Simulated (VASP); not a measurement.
Data:

```yaml
crystal:
  lattice:
    - [0.00000, 3.36027, 3.36027]
    - [3.36027, 0.00000, 3.36027]
    - [3.36027, 3.36027, 0.00000]
  atoms:
    - { symbol: Hg, position: [0.00000, 0.00000, 0.00000] }
    - { symbol: Te, position: [0.25000, 0.25000, 0.25000] }
```

Calculation: PBE0 hybrid, VASP's PBE PAW potentials (set 64) (plane waves; VASP). Settings: 520 eV cut-off, 6×6×6 Γ-centred mesh, Gaussian smearing of 0.050 eV, potentials Hg Te.

Unless said otherwise, spin-orbit coupling is left out, though it shifts the bands of the heavy elements here.

### Question
What does the run give for the energy per atom (σ→0), pressure, band gap (on the k-mesh) with the smallest direct gap where there is one?

### Answer

| Property | Result |
|---|---|
| band gap (on the k-mesh) | 0.34 eV |
| smallest direct gap (on the k-mesh) | 0.34 eV |
| energy per atom (σ→0) | -2.601 eV/atom |
| pressure | -2.56 GPa |

The compound is HgTe in the zinc blende structure. This cell is one point of a volume scan, at 1.03 of the reference volume. The cell's shape comes from a PBE relaxation.
